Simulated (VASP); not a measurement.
# LiMg6Mo under changes of volume

One of the cells (20.570 Å³/atom); the others are scaled copies at fixed shape and fractional positions:

```xyz
8
Lattice="4.3681 0.0000 0.0000 0.0000 4.2833 4.3976 0.0000 -4.2833 4.3976" Properties=species:S:1:pos:R:3 pbc="T T T"
Mo    0.0000    0.0000    1.0786
Mg    2.1841    0.0000    3.1143
Mg    2.1841    0.0000    7.8539
Mg    2.1841   -2.1975    5.4879
Mg    2.1841    2.1975    5.4879
Mg    0.0000   -2.1173    3.3021
Mg    0.0000    2.1173    3.3021
Li    0.0000    0.0000    5.5543
```

The cell comes from a database or a generator and needn't be the stable form of this composition.

* Program: VASP 6.6.1
* Functional: PBE
* Potentials or basis: VASP PAW PBE potentials, release 64 (Mo_sv, Mg, Li_sv)
* Cutoff: 520 eV
* k mesh: 6 × 5 × 5
* Occupations: fermi-dirac, width 0.05 eV
* Spin: no spin polarisation

```tsv
volume (Å³/atom)	energy over the lowest point (meV/atom)	largest force (eV/Å)
18.957	10.44	0.246
19.360	3.68	0.182
19.763	0.00	0.123
20.570	0.76	0.050
20.973	?	?
21.377	10.69	0.136
```

**Question.** What does the run at 20.973 Å³/atom give?

**Answer.** Energy over the lowest point 4.69 meV/atom; largest force 0.094 eV/Å.

Worked out: A Birch-Murnaghan fit of order 3 (a polynomial in V^(-2/3)) to the other rows has its minimum at 20.10 Å³/atom with B0 = V·E''(V) = 51 GPa and B' = 4.0 at fixed shape and positions, which overstates the stiffness. It gives 4.68 meV/atom at 20.973 Å³/atom, against the run's 4.69.

Energies are extrapolated to zero smearing.

Caveats: the cutoff is under 1.25 times the usual one of these potentials, so pressure, stress and relaxed cells hold a basis-set (Pulay) error.
